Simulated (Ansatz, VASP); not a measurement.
# Cross-check of Sn between VASP and Ansatz, part 2 of 3

One calculation is typed for both programs; each brings its own data sets. How far apart do they land? The structure shown is the start of the Ansatz relaxation below; VASP solves that cell, so the two are compared at the walk's first step.

VASP 6.6.1 and Ansatz 0.2.0.

So far: Set-up; Ansatz: relaxation, r2SCAN.

**3. VASP: single point, r2SCAN, start cell**

Level of this step: r2SCAN; plane waves and PAW (Sn_d) (VASP).

The same cell, functional, mesh and smearing now go to VASP, with its own data sets.

Lines of VASP's logs that name or quote its potential files are left out, and so is its time.

INCAR

```
SYSTEM = Sn
PREC = Accurate
ENCUT = 440
EDIFF = 1E-06
NELM = 120
ISMEAR = 0
SIGMA = 0.015
LREAL = .FALSE.
ALGO = Normal
METAGGA = R2SCAN
LASPH = .TRUE.
NBANDS = 20
LORBIT = 11
LWAVE = .FALSE.
LCHARG = .FALSE.
ISIF = 2
ISYM = 2
GGA_COMPAT = .FALSE.
LMIXTAU = .TRUE.
KPAR = 2
```

POSCAR

```
Sn
1.0
    0.0496260000      3.3328260000      3.2537590000
    3.3328260000      0.0496260000      3.2537590000
    3.3824520000      3.3824520000      0.0000000000
Sn
2
Direct
    0.5015091775      0.5015091775      0.4984074510
    0.7484910530      0.7484910530      0.7515923185
```

KPOINTS

```
Points of the shifted mesh
1728
Reciprocal
 0.0416666667  0.0416666667  0.0416666667 1
 0.0416666667  0.0416666667  0.1250000000 1
 0.0416666667  0.0416666667  0.2083333333 1
 0.0416666667  0.0416666667  0.2916666667 1
 0.0416666667  0.0416666667  0.3750000000 1
 0.0416666667  0.0416666667  0.4583333333 1
 0.0416666667  0.0416666667  0.5416666667 1
 0.0416666667  0.0416666667  0.6250000000 1
 0.0416666667  0.0416666667  0.7083333333 1
 0.0416666667  0.0416666667  0.7916666667 1
 0.0416666667  0.0416666667  0.8750000000 1
 0.0416666667  0.0416666667  0.9583333333 1
 0.0416666667  0.1250000000  0.0416666667 1
 0.0416666667  0.1250000000  0.1250000000 1
 0.0416666667  0.1250000000  0.2083333333 1
 0.0416666667  0.1250000000  0.2916666667 1
 0.0416666667  0.1250000000  0.3750000000 1
 0.0416666667  0.1250000000  0.4583333333 1
 0.0416666667  0.1250000000  0.5416666667 1
 0.0416666667  0.1250000000  0.6250000000 1
 0.0416666667  0.1250000000  0.7083333333 1
 0.0416666667  0.1250000000  0.7916666667 1
 0.0416666667  0.1250000000  0.8750000000 1
 0.0416666667  0.1250000000  0.9583333333 1
 0.0416666667  0.2083333333  0.0416666667 1
 0.0416666667  0.2083333333  0.1250000000 1
 0.0416666667  0.2083333333  0.2083333333 1
 0.0416666667  0.2083333333  0.2916666667 1
 0.0416666667  0.2083333333  0.3750000000 1
 0.0416666667  0.2083333333  0.4583333333 1
 0.0416666667  0.2083333333  0.5416666667 1
 0.0416666667  0.2083333333  0.6250000000 1
 0.0416666667  0.2083333333  0.7083333333 1
 0.0416666667  0.2083333333  0.7916666667 1
 0.0416666667  0.2083333333  0.8750000000 1
 0.0416666667  0.2083333333  0.9583333333 1
 0.0416666667  0.2916666667  0.0416666667 1
 0.0416666667  0.2916666667  0.1250000000 1
 0.0416666667  0.2916666667  0.2083333333 1
 0.0416666667  0.2916666667  0.2916666667 1
 0.0416666667  0.2916666667  0.3750000000 1
 0.0416666667  0.2916666667  0.4583333333 1
 0.0416666667  0.2916666667  0.5416666667 1
 0.0416666667  0.2916666667  0.6250000000 1
 0.0416666667  0.2916666667  0.7083333333 1
 0.0416666667  0.2916666667  0.7916666667 1
 0.0416666667  0.2916666667  0.8750000000 1
 0.0416666667  0.2916666667  0.9583333333 1
 0.0416666667  0.3750000000  0.0416666667 1
 0.0416666667  0.3750000000  0.1250000000 1
 0.0416666667  0.3750000000  0.2083333333 1
 0.0416666667  0.3750000000  0.2916666667 1
 0.0416666667  0.3750000000  0.3750000000 1
 0.0416666667  0.3750000000  0.4583333333 1
 0.0416666667  0.3750000000  0.5416666667 1
 0.0416666667  0.3750000000  0.6250000000 1
 0.0416666667  0.3750000000  0.7083333333 1
 0.0416666667  0.3750000000  0.7916666667 1
 0.0416666667  0.3750000000  0.8750000000 1
 0.0416666667  0.3750000000  0.9583333333 1
 0.0416666667  0.4583333333  0.0416666667 1
 0.0416666667  0.4583333333  0.1250000000 1
 0.0416666667  0.4583333333  0.2083333333 1
 0.0416666667  0.4583333333  0.2916666667 1
 0.0416666667  0.4583333333  0.3750000000 1
 0.0416666667  0.4583333333  0.4583333333 1
 0.0416666667  0.4583333333  0.5416666667 1
 0.0416666667  0.4583333333  0.6250000000 1
 0.0416666667  0.4583333333  0.7083333333 1
 0.0416666667  0.4583333333  0.7916666667 1
 0.0416666667  0.4583333333  0.8750000000 1
 0.0416666667  0.4583333333  0.9583333333 1
 0.0416666667  0.5416666667  0.0416666667 1
 0.0416666667  0.5416666667  0.1250000000 1
 0.0416666667  0.5416666667  0.2083333333 1
 0.0416666667  0.5416666667  0.2916666667 1
 0.0416666667  0.5416666667  0.3750000000 1
 0.0416666667  0.5416666667  0.4583333333 1
 0.0416666667  0.5416666667  0.5416666667 1
 0.0416666667  0.5416666667  0.6250000000 1
 0.0416666667  0.5416666667  0.7083333333 1
 0.0416666667  0.5416666667  0.7916666667 1
 0.0416666667  0.5416666667  0.8750000000 1
 0.0416666667  0.5416666667  0.9583333333 1
 0.0416666667  0.6250000000  0.0416666667 1
 0.0416666667  0.6250000000  0.1250000000 1
 0.0416666667  0.6250000000  0.2083333333 1
 0.0416666667  0.6250000000  0.2916666667 1
 0.0416666667  0.6250000000  0.3750000000 1
 0.0416666667  0.6250000000  0.4583333333 1
 0.0416666667  0.6250000000  0.5416666667 1
 0.0416666667  0.6250000000  0.6250000000 1
 0.0416666667  0.6250000000  0.7083333333 1
 0.0416666667  0.6250000000  0.7916666667 1
 0.0416666667  0.6250000000  0.8750000000 1
 0.0416666667  0.6250000000  0.9583333333 1
 0.0416666667  0.7083333333  0.0416666667 1
 0.0416666667  0.7083333333  0.1250000000 1
 0.0416666667  0.7083333333  0.2083333333 1
 0.0416666667  0.7083333333  0.2916666667 1
 0.0416666667  0.7083333333  0.3750000000 1
 0.0416666667  0.7083333333  0.4583333333 1
 0.0416666667  0.7083333333  0.5416666667 1
 0.0416666667  0.7083333333  0.6250000000 1
 0.0416666667  0.7083333333  0.7083333333 1
 0.0416666667  0.7083333333  0.7916666667 1
 0.0416666667  0.7083333333  0.8750000000 1
 0.0416666667  0.7083333333  0.9583333333 1
 0.0416666667  0.7916666667  0.0416666667 1
 0.0416666667  0.7916666667  0.1250000000 1
 0.0416666667  0.7916666667  0.2083333333 1
 0.0416666667  0.7916666667  0.2916666667 1
[... 1390 lines left out ...]
 0.8750000000  0.4583333333  0.1250000000 1
 0.8750000000  0.4583333333  0.2083333333 1
 0.8750000000  0.4583333333  0.2916666667 1
 0.8750000000  0.4583333333  0.3750000000 1
 0.8750000000  0.4583333333  0.4583333333 1
 0.8750000000  0.4583333333  0.5416666667 1
 0.8750000000  0.4583333333  0.6250000000 1
 0.8750000000  0.4583333333  0.7083333333 1
 0.8750000000  0.4583333333  0.7916666667 1
 0.8750000000  0.4583333333  0.8750000000 1
 0.8750000000  0.4583333333  0.9583333333 1
 0.8750000000  0.5416666667  0.0416666667 1
 0.8750000000  0.5416666667  0.1250000000 1
 0.8750000000  0.5416666667  0.2083333333 1
 0.8750000000  0.5416666667  0.2916666667 1
 0.8750000000  0.5416666667  0.3750000000 1
 0.8750000000  0.5416666667  0.4583333333 1
 0.8750000000  0.5416666667  0.5416666667 1
 0.8750000000  0.5416666667  0.6250000000 1
 0.8750000000  0.5416666667  0.7083333333 1
 0.8750000000  0.5416666667  0.7916666667 1
 0.8750000000  0.5416666667  0.8750000000 1
 0.8750000000  0.5416666667  0.9583333333 1
 0.8750000000  0.6250000000  0.0416666667 1
 0.8750000000  0.6250000000  0.1250000000 1
 0.8750000000  0.6250000000  0.2083333333 1
 0.8750000000  0.6250000000  0.2916666667 1
 0.8750000000  0.6250000000  0.3750000000 1
 0.8750000000  0.6250000000  0.4583333333 1
 0.8750000000  0.6250000000  0.5416666667 1
 0.8750000000  0.6250000000  0.6250000000 1
 0.8750000000  0.6250000000  0.7083333333 1
 0.8750000000  0.6250000000  0.7916666667 1
 0.8750000000  0.6250000000  0.8750000000 1
 0.8750000000  0.6250000000  0.9583333333 1
 0.8750000000  0.7083333333  0.0416666667 1
 0.8750000000  0.7083333333  0.1250000000 1
 0.8750000000  0.7083333333  0.2083333333 1
 0.8750000000  0.7083333333  0.2916666667 1
 0.8750000000  0.7083333333  0.3750000000 1
 0.8750000000  0.7083333333  0.4583333333 1
 0.8750000000  0.7083333333  0.5416666667 1
 0.8750000000  0.7083333333  0.6250000000 1
 0.8750000000  0.7083333333  0.7083333333 1
 0.8750000000  0.7083333333  0.7916666667 1
 0.8750000000  0.7083333333  0.8750000000 1
 0.8750000000  0.7083333333  0.9583333333 1
 0.8750000000  0.7916666667  0.0416666667 1
 0.8750000000  0.7916666667  0.1250000000 1
 0.8750000000  0.7916666667  0.2083333333 1
 0.8750000000  0.7916666667  0.2916666667 1
 0.8750000000  0.7916666667  0.3750000000 1
 0.8750000000  0.7916666667  0.4583333333 1
 0.8750000000  0.7916666667  0.5416666667 1
 0.8750000000  0.7916666667  0.6250000000 1
 0.8750000000  0.7916666667  0.7083333333 1
 0.8750000000  0.7916666667  0.7916666667 1
 0.8750000000  0.7916666667  0.8750000000 1
 0.8750000000  0.7916666667  0.9583333333 1
 0.8750000000  0.8750000000  0.0416666667 1
 0.8750000000  0.8750000000  0.1250000000 1
 0.8750000000  0.8750000000  0.2083333333 1
 0.8750000000  0.8750000000  0.2916666667 1
 0.8750000000  0.8750000000  0.3750000000 1
 0.8750000000  0.8750000000  0.4583333333 1
 0.8750000000  0.8750000000  0.5416666667 1
 0.8750000000  0.8750000000  0.6250000000 1
 0.8750000000  0.8750000000  0.7083333333 1
 0.8750000000  0.8750000000  0.7916666667 1
 0.8750000000  0.8750000000  0.8750000000 1
 0.8750000000  0.8750000000  0.9583333333 1
 0.8750000000  0.9583333333  0.0416666667 1
 0.8750000000  0.9583333333  0.1250000000 1
 0.8750000000  0.9583333333  0.2083333333 1
 0.8750000000  0.9583333333  0.2916666667 1
 0.8750000000  0.9583333333  0.3750000000 1
 0.8750000000  0.9583333333  0.4583333333 1
 0.8750000000  0.9583333333  0.5416666667 1
 0.8750000000  0.9583333333  0.6250000000 1
 0.8750000000  0.9583333333  0.7083333333 1
 0.8750000000  0.9583333333  0.7916666667 1
 0.8750000000  0.9583333333  0.8750000000 1
 0.8750000000  0.9583333333  0.9583333333 1
 0.9583333333  0.0416666667  0.0416666667 1
 0.9583333333  0.0416666667  0.1250000000 1
 0.9583333333  0.0416666667  0.2083333333 1
 0.9583333333  0.0416666667  0.2916666667 1
 0.9583333333  0.0416666667  0.3750000000 1
 0.9583333333  0.0416666667  0.4583333333 1
 0.9583333333  0.0416666667  0.5416666667 1
 0.9583333333  0.0416666667  0.6250000000 1
 0.9583333333  0.0416666667  0.7083333333 1
 0.9583333333  0.0416666667  0.7916666667 1
 0.9583333333  0.0416666667  0.8750000000 1
 0.9583333333  0.0416666667  0.9583333333 1
 0.9583333333  0.1250000000  0.0416666667 1
 0.9583333333  0.1250000000  0.1250000000 1
 0.9583333333  0.1250000000  0.2083333333 1
 0.9583333333  0.1250000000  0.2916666667 1
 0.9583333333  0.1250000000  0.3750000000 1
 0.9583333333  0.1250000000  0.4583333333 1
 0.9583333333  0.1250000000  0.5416666667 1
 0.9583333333  0.1250000000  0.6250000000 1
 0.9583333333  0.1250000000  0.7083333333 1
 0.9583333333  0.1250000000  0.7916666667 1
 0.9583333333  0.1250000000  0.8750000000 1
 0.9583333333  0.1250000000  0.9583333333 1
 0.9583333333  0.2083333333  0.0416666667 1
 0.9583333333  0.2083333333  0.1250000000 1
 0.9583333333  0.2083333333  0.2083333333 1
 0.9583333333  0.2083333333  0.2916666667 1
 0.9583333333  0.2083333333  0.3750000000 1
 0.9583333333  0.2083333333  0.4583333333 1
 0.9583333333  0.2083333333  0.5416666667 1
 0.9583333333  0.2083333333  0.6250000000 1
 0.9583333333  0.2083333333  0.7083333333 1
 0.9583333333  0.2083333333  0.7916666667 1
 0.9583333333  0.2083333333  0.8750000000 1
 0.9583333333  0.2083333333  0.9583333333 1
 0.9583333333  0.2916666667  0.0416666667 1
 0.9583333333  0.2916666667  0.1250000000 1
 0.9583333333  0.2916666667  0.2083333333 1
 0.9583333333  0.2916666667  0.2916666667 1
 0.9583333333  0.2916666667  0.3750000000 1
 0.9583333333  0.2916666667  0.4583333333 1
 0.9583333333  0.2916666667  0.5416666667 1
 0.9583333333  0.2916666667  0.6250000000 1
 0.9583333333  0.2916666667  0.7083333333 1
 0.9583333333  0.2916666667  0.7916666667 1
 0.9583333333  0.2916666667  0.8750000000 1
 0.9583333333  0.2916666667  0.9583333333 1
 0.9583333333  0.3750000000  0.0416666667 1
 0.9583333333  0.3750000000  0.1250000000 1
 0.9583333333  0.3750000000  0.2083333333 1
 0.9583333333  0.3750000000  0.2916666667 1
 0.9583333333  0.3750000000  0.3750000000 1
 0.9583333333  0.3750000000  0.4583333333 1
 0.9583333333  0.3750000000  0.5416666667 1
 0.9583333333  0.3750000000  0.6250000000 1
 0.9583333333  0.3750000000  0.7083333333 1
 0.9583333333  0.3750000000  0.7916666667 1
 0.9583333333  0.3750000000  0.8750000000 1
 0.9583333333  0.3750000000  0.9583333333 1
 0.9583333333  0.4583333333  0.0416666667 1
 0.9583333333  0.4583333333  0.1250000000 1
 0.9583333333  0.4583333333  0.2083333333 1
 0.9583333333  0.4583333333  0.2916666667 1
 0.9583333333  0.4583333333  0.3750000000 1
 0.9583333333  0.4583333333  0.4583333333 1
 0.9583333333  0.4583333333  0.5416666667 1
 0.9583333333  0.4583333333  0.6250000000 1
 0.9583333333  0.4583333333  0.7083333333 1
 0.9583333333  0.4583333333  0.7916666667 1
 0.9583333333  0.4583333333  0.8750000000 1
 0.9583333333  0.4583333333  0.9583333333 1
 0.9583333333  0.5416666667  0.0416666667 1
 0.9583333333  0.5416666667  0.1250000000 1
 0.9583333333  0.5416666667  0.2083333333 1
 0.9583333333  0.5416666667  0.2916666667 1
 0.9583333333  0.5416666667  0.3750000000 1
 0.9583333333  0.5416666667  0.4583333333 1
 0.9583333333  0.5416666667  0.5416666667 1
 0.9583333333  0.5416666667  0.6250000000 1
 0.9583333333  0.5416666667  0.7083333333 1
 0.9583333333  0.5416666667  0.7916666667 1
 0.9583333333  0.5416666667  0.8750000000 1
 0.9583333333  0.5416666667  0.9583333333 1
 0.9583333333  0.6250000000  0.0416666667 1
 0.9583333333  0.6250000000  0.1250000000 1
 0.9583333333  0.6250000000  0.2083333333 1
 0.9583333333  0.6250000000  0.2916666667 1
 0.9583333333  0.6250000000  0.3750000000 1
 0.9583333333  0.6250000000  0.4583333333 1
 0.9583333333  0.6250000000  0.5416666667 1
 0.9583333333  0.6250000000  0.6250000000 1
 0.9583333333  0.6250000000  0.7083333333 1
 0.9583333333  0.6250000000  0.7916666667 1
 0.9583333333  0.6250000000  0.8750000000 1
 0.9583333333  0.6250000000  0.9583333333 1
 0.9583333333  0.7083333333  0.0416666667 1
 0.9583333333  0.7083333333  0.1250000000 1
 0.9583333333  0.7083333333  0.2083333333 1
 0.9583333333  0.7083333333  0.2916666667 1
 0.9583333333  0.7083333333  0.3750000000 1
 0.9583333333  0.7083333333  0.4583333333 1
 0.9583333333  0.7083333333  0.5416666667 1
 0.9583333333  0.7083333333  0.6250000000 1
 0.9583333333  0.7083333333  0.7083333333 1
 0.9583333333  0.7083333333  0.7916666667 1
 0.9583333333  0.7083333333  0.8750000000 1
 0.9583333333  0.7083333333  0.9583333333 1
 0.9583333333  0.7916666667  0.0416666667 1
 0.9583333333  0.7916666667  0.1250000000 1
 0.9583333333  0.7916666667  0.2083333333 1
 0.9583333333  0.7916666667  0.2916666667 1
 0.9583333333  0.7916666667  0.3750000000 1
 0.9583333333  0.7916666667  0.4583333333 1
 0.9583333333  0.7916666667  0.5416666667 1
 0.9583333333  0.7916666667  0.6250000000 1
 0.9583333333  0.7916666667  0.7083333333 1
 0.9583333333  0.7916666667  0.7916666667 1
 0.9583333333  0.7916666667  0.8750000000 1
 0.9583333333  0.7916666667  0.9583333333 1
 0.9583333333  0.8750000000  0.0416666667 1
 0.9583333333  0.8750000000  0.1250000000 1
 0.9583333333  0.8750000000  0.2083333333 1
 0.9583333333  0.8750000000  0.2916666667 1
 0.9583333333  0.8750000000  0.3750000000 1
 0.9583333333  0.8750000000  0.4583333333 1
 0.9583333333  0.8750000000  0.5416666667 1
 0.9583333333  0.8750000000  0.6250000000 1
 0.9583333333  0.8750000000  0.7083333333 1
 0.9583333333  0.8750000000  0.7916666667 1
 0.9583333333  0.8750000000  0.8750000000 1
 0.9583333333  0.8750000000  0.9583333333 1
 0.9583333333  0.9583333333  0.0416666667 1
 0.9583333333  0.9583333333  0.1250000000 1
 0.9583333333  0.9583333333  0.2083333333 1
 0.9583333333  0.9583333333  0.2916666667 1
 0.9583333333  0.9583333333  0.3750000000 1
 0.9583333333  0.9583333333  0.4583333333 1
 0.9583333333  0.9583333333  0.5416666667 1
 0.9583333333  0.9583333333  0.6250000000 1
 0.9583333333  0.9583333333  0.7083333333 1
 0.9583333333  0.9583333333  0.7916666667 1
 0.9583333333  0.9583333333  0.8750000000 1
 0.9583333333  0.9583333333  0.9583333333 1
```

Potentials, in the order of the species: Sn_d (PBE family, release 64).

Launch:

```bash
mpirun -np 2 vasp_std
```

The program printed:

```text
[banner, memory and clock lines left out]
running    2 mpi-ranks, on    1 nodes
 distrk:  each k-point on    1 cores,    2 groups
 distr:  one band on    1 cores,    1 groups

 POSCAR found type information on POSCAR Sn
 POSCAR found :  1 types and       2 ions
|                                                                             |
|               ----> ADVICE to this user running VASP <----                  |
|                                                                             |
|     You enforced a specific xc type in the INCAR file but a different       |
|     [... a line on the potential file left out ...]
|     I HOPE YOU KNOW WHAT YOU ARE DOING!                                     |
|                                                                             |

 LDA part: xc-table for (None), standard interpolation
 POSCAR, INCAR and KPOINTS ok, starting setup
 FFT: planning ... GRIDC
 FFT: planning ... GRID_SOFT
 FFT: planning ... GRID
 WAVECAR not read
 entering main loop
       N       E                     dE             d eps       ncg     rms          rms(c)
DAV:   1     0.172902958999E+03    0.17290E+03   -0.14218E+04 69560   0.186E+03
DAV:   2    -0.306004340356E+02   -0.20350E+03   -0.19990E+03 69428   0.423E+02
DAV:   3    -0.529582851701E+02   -0.22358E+02   -0.22238E+02 79356   0.142E+02
DAV:   4    -0.536820020127E+02   -0.72372E+00   -0.72344E+00 78152   0.290E+01
DAV:   5    -0.537095681345E+02   -0.27566E-01   -0.27566E-01 98728   0.536E+00    0.456E+00
DAV:   6    -0.496793564587E+02    0.40302E+01   -0.13279E+00 73624   0.194E+01    0.220E+00
DAV:   7    -0.489399116901E+02    0.73944E+00   -0.45502E-01 71216   0.777E+00    0.827E-01
DAV:   8    -0.495685476566E+02   -0.62864E+00   -0.36645E-01 69208   0.527E+00    0.416E-01
DAV:   9    -0.494712607696E+02    0.97287E-01   -0.26048E-02 77200   0.135E+00    0.263E-01
DAV:  10    -0.494699764113E+02    0.12844E-02   -0.47253E-03 71128   0.640E-01    0.226E-01
DAV:  11    -0.494730308299E+02   -0.30544E-02   -0.44024E-03 72052   0.700E-01    0.384E-02
DAV:  12    -0.494800047028E+02   -0.69739E-02   -0.29868E-03 69536   0.552E-01    0.258E-02
DAV:  13    -0.494807817229E+02   -0.77702E-03   -0.15927E-04 80896   0.110E-01    0.155E-02
DAV:  14    -0.494818935688E+02   -0.11118E-02   -0.32622E-04 69644   0.168E-01    0.529E-03
DAV:  15    -0.494819611182E+02   -0.67549E-04   -0.49179E-05 71504   0.604E-02    0.309E-03
DAV:  16    -0.494819619363E+02   -0.81811E-06   -0.60869E-06 58412   0.238E-02
   1 F= -.49481962E+02 E0= -.49481962E+02  d E =-.484336E-10
```

(Continued in part 3 of 3.)

[Lines on the potential files, build, host, timing and source positions are cut from VASP's logs without a mark.]

[Logs are printed without paths, hosts, clocks, repeated set-up lines and the standing remarks that a program may print on its own settings, such as how far it seeks lower states.]

[Hosts, paths, dates, database ids (printed as entryN), source tags and the programs' standing remarks are cut or masked in the printed files.]
